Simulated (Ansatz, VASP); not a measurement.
# Pt (Pt(110)) in two plane-wave programs, part 2 of 2

One calculation is typed for both programs; each brings its own data sets. How far apart do they land? The cell is taken from a series of runs on this material, whose earlier steps may have relaxed, scaled, displaced or heated it; both programs get it as it stands.

VASP 6.6.1 and Ansatz 0.2.0.

So far: The structure; Ansatz: single point, PBE, spin-orbit coupling; VASP: single point, PBE, spin-orbit coupling.

## (3) VASP: single point, PBE, spin-orbit coupling (continued)

Level of this step: PBE, spin-orbit coupling; plane waves and PAW (Pt) (VASP).

Numbers of over 12 decimals in the logs are rounded to 6 here.

Parts of OUTCAR (step 3):

```text
ion  position               nearest neighbor table
   1  0.000  0.000  0.342-   2 2.77   2 2.77   2 2.77   2 2.77   3 2.77
   2  0.500  0.500  0.395-   3 2.77   3 2.77   3 2.77   3 2.77   1 2.77   1 2.77   1 2.77   1 2.77
                             4 2.77
   3  0.000  0.000  0.447-   2 2.77   2 2.77   2 2.77   2 2.77   4 2.77   4 2.77   4 2.77   4 2.77
                             1 2.77   5 2.77
   4  0.500  0.500  0.500-   3 2.77   5 2.77   3 2.77   5 2.77   3 2.77   5 2.77   3 2.77   5 2.77
                             2 2.77   6 2.77
   5  0.000  0.000  0.553-   6 2.77   6 2.77   6 2.77   6 2.77   4 2.77   4 2.77   4 2.77   4 2.77
                             7 2.77   3 2.77
   6  0.500  0.500  0.605-   5 2.77   5 2.77   5 2.77   5 2.77   7 2.77   7 2.77   7 2.77   7 2.77
                             4 2.77
   7  0.000  0.000  0.658-   6 2.77   6 2.77   6 2.77   6 2.77   5 2.77

  LATTYP: Found a simple orthorhombic cell.
 ALAT       =     2.7718585823
 B/A-ratio  =     1.4142135623
 C/A-ratio  =     9.4938377863

 Subroutine GETGRP returns: Found  8 space group operations
 (whereof  8 operations were pure point group operations)

The static configuration has the point symmetry D_2h.

 Found     48 irreducible k-points:

   k-points           NKPTS =     48   k-points in BZ     NKDIM =     48   number of bands    NBANDS=     86

   dimension x,y,z NGX =    28 NGY =   18 NGZ =  180
   dimension x,y,z NGXF=    56 NGYF=   36 NGZF=  360

   ENCUT  =  400.0 eV  29.40 Ry    5.42 a.u.   6.39  4.52 42.91*2*pi/ulx,y,z

   NELECT =      70.0000    total number of electrons

 k-points in reciprocal lattice and weights: Automatic mesh
   0.00000000  0.00000000  0.00000000       0.006
   0.09090909  0.00000000  0.00000000       0.012
   0.18181818  0.00000000  0.00000000       0.012
   0.27272727  0.00000000  0.00000000       0.012
   0.36363636  0.00000000  0.00000000       0.012
   0.45454545  0.00000000  0.00000000       0.012
   0.00000000  0.06666667  0.00000000       0.012
   0.09090909  0.06666667  0.00000000       0.024
   0.18181818  0.06666667  0.00000000       0.024
[...]
0.36363636  0.46666667  0.00000000       0.024
   0.45454545  0.46666667  0.00000000       0.024

 dipolmoment           0.000000      0.000000      0.000000 electrons x Angstroem

 average (electrostatic) potential at core
       1 -72.5734       2 -73.2884       3 -73.4420       4 -73.3287       5 -73.4420
       6 -73.2884       7 -72.5734

 E-fermi :   0.8484

 k-point     1 :       0.0000    0.0000    0.0000
  band No.  band energies     occupation
    ...
     68       0.4255      0.98564
     69       0.4982      0.97073
     70       0.4982      0.97073
     71       0.6507      0.87832
     72       0.6507      0.87832
     73       1.0474      0.12029
     74       1.0474      0.12029
     75       1.1294      0.05676
     76       1.1294      0.05676
     77       1.5955      0.00057
    ...

 k-point     2 :       0.0909    0.0000    0.0000
  band No.  band energies     occupation
    ...
     68       0.4145      0.98712
     69       0.5424      0.95522
     70       0.5424      0.95522
     71       0.6451      0.88423
     72       0.6451      0.88423
     73       1.0443      0.12355
     74       1.0443      0.12355
     75       1.1349      0.05392
     76       1.1349      0.05392
     77       1.5049      0.00141
    ...

 k-point     3 :       0.1818    0.0000    0.0000
  band No.  band energies     occupation
    ...
     68       0.3205      0.99493
     69       0.5288      0.96069
     70       0.5288      0.96069
     71       0.8161      0.58008
     72       0.8161      0.58008
     73       1.0235      0.14797
     74       1.0235      0.14797
     75       1.1189      0.06265
     76       1.1189      0.06265
     77       1.2897      0.01197
    ...

  Total        1.3230794     -0.8864470      2.9569674      0.0000000      0.0000000      0.0000000
  in kB        7.4135543     -4.9669909     16.5686494      0.0000000      0.0000000      0.0000000
  external PRESSURE =       6.3384043 kB  Pullay stress =       0.0000000 kB

  energy-cutoff  :      400.00
  volume of cell :      285.94
      direct lattice vectors                 reciprocal lattice vectors
     3.920000000  0.000000000  0.000000000     0.255102041  0.000000000  0.000000000
     0.000000000  2.771858582  0.000000000     0.000000000  0.360768766  0.000000000
     0.000000000  0.000000000 26.315575747     0.000000000  0.000000000  0.038000309

 POSITION                                       TOTAL-FORCE (eV/Angst)
 -----------------------------------------------------------------------------------
      0.00000      0.00000      9.00000         0.000000      0.000000      0.409253
      1.96000      1.38593     10.38593        -0.000000      0.000000     -1.133724
      0.00000      0.00000     11.77186        -0.000000      0.000000     -0.063068
      1.96000      1.38593     13.15779        -0.000000      0.000000      0.000000
      0.00000      0.00000     14.54372        -0.000000      0.000000      0.063068
      1.96000      1.38593     15.92965        -0.000000      0.000000      1.133724
      0.00000      0.00000     17.31558        -0.000000      0.000000     -0.409253
 -----------------------------------------------------------------------------------
    total drift:                                0.000000      0.000000      0.000000

  FREE ENERGIE OF THE ION-ELECTRON SYSTEM (eV)
  ---------------------------------------------------
  free  energy   TOTEN  =       -42.9821417744 eV

  energy  without entropy=      -42.6021771770  energy(sigma->0) =      -42.79215948

 vacuum level on the upper side and lower side of the slab         6.070         6.070

 Spin-Orbit-Coupling matrix elements
 Ion:    1  E_soc:     -0.7802934
 Ion:    2  E_soc:     -0.7983326
 Ion:    3  E_soc:     -0.7958165
 Ion:    4  E_soc:     -0.7586310
 Ion:    5  E_soc:     -0.7958165
 Ion:    6  E_soc:     -0.7983326
 Ion:    7  E_soc:     -0.7802934

 total charge
# of ion       s       p       d       tot
------------------------------------------
    1        0.617   0.374   8.032   9.024
    2        0.637   0.592   7.984   9.213
    3        0.642   0.630   8.012   9.284
    4        0.642   0.624   8.041   9.308
    5        0.642   0.630   8.012   9.284
    6        0.637   0.592   7.984   9.213
    7        0.617   0.374   8.032   9.024
--------------------------------------------------
tot          4.435   3.815  56.098  64.349

 magnetization (x)
# of ion       s       p       d       tot
------------------------------------------
    1        0.000   0.000   0.000   0.000
    2        0.000   0.000   0.000   0.000
    3        0.000   0.000   0.000   0.000
    4        0.000   0.000   0.000   0.000
    5        0.000   0.000   0.000   0.000
    6        0.000   0.000   0.000   0.000
    7        0.000   0.000   0.000   0.000
--------------------------------------------------
tot          0.000   0.000   0.000   0.000

 magnetization (y)
# of ion       s       p       d       tot
------------------------------------------
    1        0.000   0.000   0.000   0.000
    2        0.000   0.000   0.000   0.000
    3        0.000   0.000   0.000   0.000
    4        0.000   0.000   0.000   0.000
    5        0.000   0.000   0.000   0.000
    6        0.000   0.000   0.000   0.000
    7        0.000   0.000   0.000   0.000
--------------------------------------------------
tot          0.000   0.000   0.000   0.000

 magnetization (z)
# of ion       s       p       d       tot
------------------------------------------
    1        0.000  -0.000   0.000  -0.000
    2        0.000  -0.000   0.000   0.000
    3       -0.000  -0.000   0.000  -0.000
    4        0.000   0.000   0.000   0.000
    5       -0.000  -0.000   0.000  -0.000
    6       -0.000   0.000  -0.000  -0.000
    7        0.000  -0.000   0.000  -0.000
--------------------------------------------------
tot         -0.000  -0.000   0.000  -0.000

[... 3 further parts left out ...]
```

## (4) Differences

Known differences besides the potentials themselves: spin-orbit coupling enters by fully relativistic files in Ansatz and inside the spheres in VASP; the data sets hold 126 valence electrons in Ansatz (on its fully relativistic PAW (standard-fr) files) and 70 in VASP; the cutoff is 420 eV in Ansatz and 400 eV in VASP. Total energies have different zeros and are not compared.

Both answers:

| quantity | Ansatz | VASP | difference |
| --- | --- | --- | --- |
| work function, lower of the two faces (eV) | 5.23 | 5.22 | +0.01 |
| work function, higher of the two faces (eV) | 5.23 | 5.22 | +0.01 |

Where the cell holds vacuum, a pressure given here is an average over it and none of the material.

## (5) Outcome

- difference in work function, lower of the two faces (single point, PBE, spin-orbit coupling): 0.0059 eV

The difference in work function, lower of the two faces is 0.0059 eV (single point, PBE, spin-orbit coupling). The data sets hold unlike numbers of valence electrons (126 in Ansatz and 70 in VASP), so part of the differences may come from the potentials. How closely two codes agree says nothing of how well the functional describes the real material.

[Lines on the potential files, build, host, timing and source positions are cut from VASP's logs without a mark.]

[Logs are printed without paths, hosts, clocks, repeated set-up lines and the standing remarks that a program may print on its own settings, such as how far it seeks lower states.]

[Hosts, paths, dates, database ids (printed as entryN), source tags and the programs' standing remarks are cut or masked in the printed files.]
